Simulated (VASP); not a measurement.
Given:

```xyz
3
Lattice="1.7510 -3.0328 0.0000 1.7510 3.0328 0.0000 0.0000 0.0000 6.0169" Properties=species:S:1:pos:R:3 pbc="T T T"
Pt     0.0000     0.0000     0.0000
S      1.7510     1.0109     1.2009
S      1.7510    -1.0109     4.8160
```

Level of theory: PBE GGA, VASP's PBE PAW potentials (set 64) (plane waves; VASP). Settings: 480 eV cut-off, 8×8×4 Γ-centred mesh, Gaussian smearing of 0.050 eV, potentials Pt S.

Without a dispersion term in the relaxation, distances and binding between the weakly bound layers, chains or molecules are unreliable, and so is what depends on them.

Question: The ions are relaxed. Which structure does the run end with?

Answer: 
```xyz
3
Lattice="1.7510 -3.0328 0.0000 1.7510 3.0328 0.0000 0.0000 0.0000 6.0169" Properties=species:S:1:pos:R:3 pbc="T T T"
Pt     0.0000     0.0000     0.0000
S      1.7510     1.0109     1.2653
S      1.7510    -1.0109     4.7516
```
Space group P-3m1 (164), at a tolerance of 0.03 Å.

Question: How much energy does the relaxation gain?

Answer: The energy (σ→0) changes by -18.7 meV/atom, in 3 ionic steps.

```
step  E(σ→0) (eV)  max force (eV/Å)  pressure (GPa)  volume (Å³)
----  -----------  ----------------  --------------  -----------
1        -15.3716             0.888            7.67        63.90
2        -15.4215             0.285            4.40        63.90
3        -15.4276             0.003            2.85        63.90
```

The compound is PtS2 in the 1T layered structure. This cell was strained or had an atom moved on purpose. Symmetry was kept, so distortions that lower it aren't found.
